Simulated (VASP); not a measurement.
SnBrCl3:

```
Sn Br Cl
1.0
     3.53598   -3.54984    0.00000
     3.53598    3.54984    0.00000
    -0.00098    0.00000    4.99146
Sn Br Cl
1 1 3
Cartesian
  3.5355 3.4882 2.4957
  3.5360 0.0133 0.0000
  5.3178 -1.7390 2.4020
  1.7532 -1.7390 2.5894
  3.5360 -3.4399 0.0000
```

The cell was built by a generator and needn't be a form met in nature.

- Program: VASP 6.6.1
- Task: relaxation of cell and atoms
- Functional: PBE
- Potentials or basis: VASP PAW PBE potentials, release 64 (Sn_d, Br, Cl)
- Cutoff: 520 eV
- k mesh: 3 × 3 × 3
- Occupations: gaussian, width 0.15 eV
- Spin: no spin polarisation

At the start: pressure 6.1 GPa; volume 25.06 Å³/atom.

Where does the relaxation end?

Over 4 steps the energy falls by 66.1 meV/atom and the volume is 29.13 Å³/atom (+16.2 %); space group C2 (No. 5, to 0.05 Å).

The path:
```tsv
step	energy change (eV)	largest force (eV/Å)	pressure (GPa)	volume (Å³)
1	0.0000	0.3602	6.06	125.31
2	-0.3272	0.0755	0.74	143.29
3	-0.3303	0.0986	-0.16	146.22
4	-0.3305	0.0437	0.07	145.65
```

Final structure:
```xyz
5
Lattice="3.7229 -3.7341 0.0024 3.7229 3.7341 0.0024 0.0023 0.0000 5.2385" Properties=species:S:1:pos:R:3 pbc="T T T"
Sn    3.7241    3.6845    2.6216
Br    3.7229    0.0190    0.0024
Cl    5.5838   -1.8406    2.5274
Cl    1.8644   -1.8406    2.7159
Cl    3.7229   -3.6157    0.0024
```

Caveat: the k mesh is coarse (spacing up to 0.42 Å⁻¹), so the values aren't converged; the volume moved by over 15 % at a fixed basis, so the end points are rough; the relaxation stopped at a loose force limit of 0.08 eV/Å, so its end isn't a converged minimum.
